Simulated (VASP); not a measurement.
An input for Ansatz (written as the equivalent of a VASP run, and not itself run):

Ansatz 0.2 input:
```yaml
crystal:
  lattice:
    - [1.7600000, -3.0484090, 0.0000000]
    - [1.7600000, 3.0484090, 0.0000000]
    - [0.0000000, 0.0000000, 13.9600000]
  atoms:
    - { symbol: Te, position: [0.3333330, 0.6666670, 0.8790000] }
    - { symbol: Te, position: [0.6666670, 0.3333330, 0.3790000] }
    - { symbol: Te, position: [0.6666670, 0.3333330, 0.1210000] }
    - { symbol: Te, position: [0.3333330, 0.6666670, 0.6210000] }
    - { symbol: Mo, position: [0.3333330, 0.6666670, 0.2500000] }
    - { symbol: Mo, position: [0.6666670, 0.3333330, 0.7500000] }
kpoints:
  mp_grid: { grid: [5, 5, 1] }
hamiltonian:
  xc: lda
  pseudopotentials: { kind: paw }
scf:
  occupations: { method: fermi_dirac, width: 0.02 }
  max_iter: 100
output: { forces: true, stress: true, eigenvalues: true }
```

Q: Translate this input to VASP (INCAR, KPOINTS, POSCAR, choice of POTCAR).

A: This is not unique; one that fits is 
### INCAR
```
EDIFF = 1E-6   # SCF stop (eV)
ISIF = 2
LWAVE = .False.
NELM = 100
LMAXMIX = 4
LASPH = .True.   # aspherical one-centre terms
ISMEAR = -1
SYSTEM = MoTe2
LREAL = .False.
SIGMA = 0.02   # width (eV)
LCHARG = .False.
ENCUT = 300   # plane-wave cut-off (eV)
PREC = Accurate
ALGO = Normal   # blocked Davidson
```

**KPOINTS**
```
Automatic mesh
0
Gamma
5 5 1
0 0 0
```

**POSCAR**
```
MoTe2
27.920
  0.0630372493  -0.1091837034   0.0000000000
  0.0630372493   0.1091837034   0.0000000000
  0.0000000000   0.0000000000   0.5000000000
Te Mo
4 2
Cartesian
  0.0630372493   0.0363946406   0.4395000000
  0.0630372493  -0.0363946406   0.1895000000
  0.0630372493  -0.0363946406   0.0605000000
  0.0630372493   0.0363946406   0.3105000000
  0.0630372493   0.0363946406   0.1250000000
  0.0630372493  -0.0363946406   0.3750000000
```

POTCAR, in this order: Te Mo_sv (LDA.64 set). Program: vasp_std.

What does not carry over: each code has its own PAW files, so the cut-off isn't converted (ENCUT is set for VASP's; basis.ecutwfc is left out, and Ansatz then takes the one that its files recommend); Ansatz stops its SCF on the density residual and VASP on the energy change (EDIFF); Ansatz's lda is the Perdew-Wang form, while the LDA potentials of VASP carry Perdew-Zunger's.

The structure is a typed MoTe2 crystal (P6_3/mmc). The cell was not relaxed at this level. The k-mesh is coarse (spacing up to 0.45 per Å, 2π included), so the numbers may not be converged in it.
